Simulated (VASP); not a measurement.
Cs3Bi, 4 atoms in the cell. It takes space group Fm-3m (No. 225, cubic). The conventional cell has a = 9.184 Å, b = 9.184 Å, c = 9.184 Å, α = 90.00°, β = 90.00°, γ = 90.00°. Cs (site symmetry -43m) has 4 Cs at 3.98 Å and 4 Bi at 3.98 Å as nearest neighbours. Cs (site symmetry m-3m) is surrounded by 8 Cs at 3.98 Å. Around Bi (site symmetry m-3m) lie 8 Cs at 3.98 Å. The cell comes from a database or a generator and needn't be the stable form of this composition.

- Program: VASP 6.6.1
- Task: single point
- Functional: PBEsol
- Potentials or basis: VASP PAW PBE potentials, release 64 (Cs_sv, Bi_d)
- Cutoff: 520 eV
- k mesh: 5 × 5 × 5
- Occupations: methfessel-paxton, width 0.0605 eV
- Spin: no spin polarisation
- Dipole correction: no
- Further INCAR settings: ALGO = Fast; EDIFF = 1e-06; NBANDS = 29

Potentials or basis: VASP PAW PBE potentials, release 64 (Cs_sv, Bi_d).

Command:

```sh
$ cat potpaw_PBE.64/Cs_sv/POTCAR potpaw_PBE.64/Bi_d/POTCAR > POTCAR
$ mpirun -np 1 vasp_std > vasp.out
```

Hardware: 1 thread of Intel(R) Xeon(R) Platinum 8488C (Sapphire Rapids), on a shared host.

Task: How long does it take, and how much memory?

Result: Run time: 65 s on 1 thread of Intel(R) Xeon(R) Platinum 8488C (Sapphire Rapids), on a shared host, peak memory 0.34 GiB. Counts: scf iterations 15, k points 10.
